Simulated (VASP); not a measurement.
Here is the system:

```
CELL_PARAMETERS angstrom
      3.83023     0.00000     0.00000
      0.00000     3.83023     0.00000
      0.00000     0.00000     4.98100
ATOMIC_POSITIONS crystal
  Sn 0.50000 0.00000 0.76897
  Sn 0.00000 0.50000 0.23103
  O  0.50000 0.50000 0.00000
  O  0.00000 0.00000 0.00000
```

Level of theory: PBE GGA, VASP's PBE PAW potentials (set 64) (plane waves; VASP). Run with 520 eV cut-off, 7×7×5 Γ-centred mesh, Gaussian smearing of 0.050 eV, potentials Sn_d O.

Without a dispersion term in the relaxation, distances and binding between the weakly bound layers, chains or molecules are unreliable, and so is what depends on them.

### Question
The ions and cell shape at fixed volume are relaxed. Give the cell that the relaxation ends in.

### Answer

```
CELL_PARAMETERS angstrom
      3.85703     0.00000     0.00000
      0.00000     3.85703     0.00000
      0.00000     0.00000     4.91203
ATOMIC_POSITIONS crystal
  Sn 0.50000 0.00000 0.76349
  Sn 0.00000 0.50000 0.23651
  O  0.50000 0.50000 0.00000
  O  0.00000 0.00000 0.00000
```
Space group P4/nmm (129), at a tolerance of 0.03 Å.

### Question
How much energy does the relaxation gain?

### Answer
The energy (σ→0) changes by -3.2 meV/atom, in 5 ionic steps.

```tsv
step	E(σ→0) (eV)	max force (eV/Å)	pressure (GPa)	volume (Å³)
1	-22.7057	0.406	2.68	73.07
2	-22.7155	0.057	1.46	73.07
3	-22.7159	0.031	1.17	73.07
4	-22.7177	0.016	1.02	73.07
5	-22.7186	0.003	0.79	73.07
```

The compound is SnO in the litharge structure. This cell is one point of a volume scan, at 0.97 of the reference volume. Symmetry was kept, so distortions that lower it aren't found.
